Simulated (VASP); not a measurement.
An input for Ansatz (written as the equivalent of a VASP run, and not itself run):

Ansatz 0.2 input:
```yaml
crystal:
  lattice:
    - [-2.1300000, 2.1300000, 2.1300000]
    - [2.1300000, -2.1300000, 2.1300000]
    - [2.1300000, 2.1300000, -2.1300000]
  atoms:
    - { symbol: Na, position: [0.0000000, 0.0000000, 0.0000000] }
kpoints:
  mp_grid: { grid: [11, 11, 11] }
hamiltonian:
  xc: rpbe
  pseudopotentials: { kind: paw }
scf:
  occupations: { method: methfessel_paxton, width: 0.1 }
  max_iter: 100
relax:
  max_steps: 60
  f_tol: 0.01
  cell: {}
output: { forces: true, stress: true, eigenvalues: true }
```

Task: Translate this input to VASP (INCAR, KPOINTS, POSCAR, choice of POTCAR).

Result: This is not unique; one that fits is 
**KPOINTS**
```
Automatic mesh
0
Gamma
11 11 11
0 0 0
```

POSCAR:
```
Na
1.0
 -2.1300000000   2.1300000000   2.1300000000
  2.1300000000  -2.1300000000   2.1300000000
  2.1300000000   2.1300000000  -2.1300000000
Na
1
Cart
  0.0000000000   0.0000000000   0.0000000000
```

INCAR:
```
SYSTEM = Na
PREC = Accurate; ENCUT = 520; LREAL = F
LASPH = T
EDIFF = 1E-6; NELM = 100; ALGO = Normal
ISMEAR = 1; SIGMA = 0.1
GGA = RP
IBRION = 2; NSW = 60; ISIF = 3
EDIFFG = -0.01
LWAVE = F; LCHARG = F
```

POTCAR, in this order: Na_pv (PBE.64 set). Program: vasp_std.

Limits of the translation: each code has its own PAW files, so the cut-off isn't converted (ENCUT is set for VASP's; basis.ecutwfc is left out, and Ansatz then takes the one that its files recommend); Ansatz stops its SCF on the density residual and VASP on the energy change (EDIFF).

The compound is Na in the bcc structure. This run relaxes it. Symmetry was kept, so distortions that lower it aren't found.
